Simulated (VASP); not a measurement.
Method: AM05 GGA, VASP's PBE PAW potentials (set 64) (plane waves; VASP 6.6.1).

VASP ran on this input.

**INCAR**
```
! general
SYSTEM  = Mg3Sb2
PREC    = Accurate
ENCUT   = 520   ! plane-wave cut-off (eV)
LREAL   = .FALSE.
LASPH   = .TRUE.   ! aspherical one-centre terms

! electronic loop
EDIFF   = 1E-7   ! SCF stop (eV)
NELM    = 100
ALGO    = Normal   ! blocked Davidson
LMAXMIX = 4   ! l cut-off of mixed one-centre charges

! smearing
ISMEAR  = -5

! functional
GGA     = AM

! ions
ISIF    = 2

! output
LWAVE   = .FALSE.
LCHARG  = .TRUE.
LORBIT  = 11
NEDOS   = 601   ! DOS grid

! other
LEFG    = .TRUE.
```

### KPOINTS
```
kpoints
0
Gamma
 6 6 4
0 0 0
```

File POSCAR:
```
Mg3Sb2
14.3470980
  0.1591436542  -0.2756449059   0.0000000000
  0.1591436542   0.2756449059   0.0000000000
  0.0000000000   0.0000000000   0.5000000154
Mg Sb
3 2
Cartesian
  0.1591436542   0.2756449059   0.0000000000
  0.1591436542   0.0918818191   0.3166241524
  0.1591436542  -0.0918818191   0.1833758630
  0.1591436542   0.0918818191   0.1118478246
  0.1591436542  -0.0918818191   0.3881521908
```

POTCAR, in this order: Mg Sb (PBE.64 set). Program: vasp_std.

Unless said otherwise, spin-orbit coupling is left out, though it shifts the bands of the heavy elements here.

Estimate the energy per atom (σ→0), band gap (on the k-mesh).

- energy per atom (σ→0) = -3.023 eV/atom
- band gap (on the k-mesh) = 0.19 eV

### OSZICAR
```
...
DAV:   8    -0.151159517537E+02    0.16825E-02   -0.20494E-02   640   0.938E-01    0.531E-02
DAV:   9    -0.151159838861E+02   -0.32132E-04   -0.64314E-04   692   0.190E-01    0.359E-02
DAV:  10    -0.151160779534E+02   -0.94067E-04   -0.13769E-04   624   0.751E-02    0.122E-02
DAV:  11    -0.151161078292E+02   -0.29876E-04   -0.45697E-05   644   0.406E-02    0.703E-03
DAV:  12    -0.151161097156E+02   -0.18864E-05   -0.62467E-06   668   0.145E-02    0.261E-03
DAV:  13    -0.151161106218E+02   -0.90620E-06   -0.16648E-06   636   0.777E-03    0.357E-04
DAV:  14    -0.151161106384E+02   -0.16626E-07   -0.84397E-08   504   0.185E-03
   1 F= -.15116111E+02 E0= -.15116111E+02  d E =0.000000E+00
```

The compound is Mg3Sb2 in the a-la2o3 structure. It was relaxed first.
